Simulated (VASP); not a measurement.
Energy against volume of PtAl$_{2}$ (fluorite). Level of theory: revTPSS meta-GGA, VASP's PBE PAW potentials (set 64) (plane waves; VASP). Run with 520 eV cut-off, 9×9×9 Γ-centred mesh, first-order Methfessel-Paxton smearing of 0.10 eV, potentials Al Pt.

```tsv
V (Å³/atom)	E (eV/atom)
16.041	7.24637
16.553	7.22269
17.065	7.21497
17.577	7.22087
```

Question: Fit these four points and predict the energy of the run at 18.089 Å³/atom.

Answer: A cubic in V^(−2/3), the third-order Birch-Murnaghan form, passes through the four points with V0 = 17.09 Å³/atom and B0 = 141 GPa, and gives 7.2384 eV/atom there. The run gave 7.2384 eV/atom, -0.0 meV/atom from the fit; all five points give B0 = 141 GPa.

The compound is PtAl2 in the fluorite structure. It was relaxed first.
